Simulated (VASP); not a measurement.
VASP runs on ScS (space group Pm-3m) share one base input (PBE GGA, plane waves, VASP's PBE PAW potentials (set 64)) and change the settings named in each case.

POSCAR:
```
ScS
1
    3.1636480000     0.0000000000     0.0000000000
    0.0000000000     3.1636480000     0.0000000000
    0.0000000000     0.0000000000     3.1636480000
Sc S
1 1
Direct
  0.0000000000   0.0000000000   0.0000000000
  0.5000000000   0.5000000000   0.5000000000
```

### INCAR
```
SYSTEM=ScS
PREC=Accurate; ENCUT=300; LREAL=F
LASPH=T
EDIFF=1E-6; NELM=100; ALGO=Normal
LMAXMIX=4
ISMEAR=-1; SIGMA=0.136
GGA=PE
ISIF=2
LWAVE=F; LCHARG=F
```

**KPOINTS**
```
Automatic mesh
0
Gamma
10 10 10
0 0 0
```

POTCAR, in this order: Sc_sv S (PBE.64 set). Program: vasp_std.

| change | E(σ→0) (eV/atom) | pressure (GPa) | −TS (eV) |
|---|---|---|---|
| base run | -6.6408 | 7.18 | -0.1020 |
| GGA = PS | -7.1006 | 2.40 | -0.1017 |
| KPOINTS 2×2×2 Γ-centred mesh | -6.2562 | 9.20 | -0.0914 |
| LDAU = .TRUE., LDAUJ = 0 0, LDAUL = 2 -1, LDAUTYPE = 2, LDAUU = 8.0 0 | -4.8429 | 22.68 | -0.0942 |
 Energies of different potentials or functionals have different zeros.  At 300 eV the pressure can carry a Pulay error.

Left out are runs that ran out of time, are held back, or changed the cell or the kind of run, fixed moments of cells without a moment, rows past the twelfth, gaps on odd meshes, pressures of charged cells and columns that move by less than the noise.

The structure was generated: ScS was put into an ordered model structure, which need not be its known phase. The cell was not relaxed at this level. The electron count is odd and the run is not spin-polarised, which forces a metal.
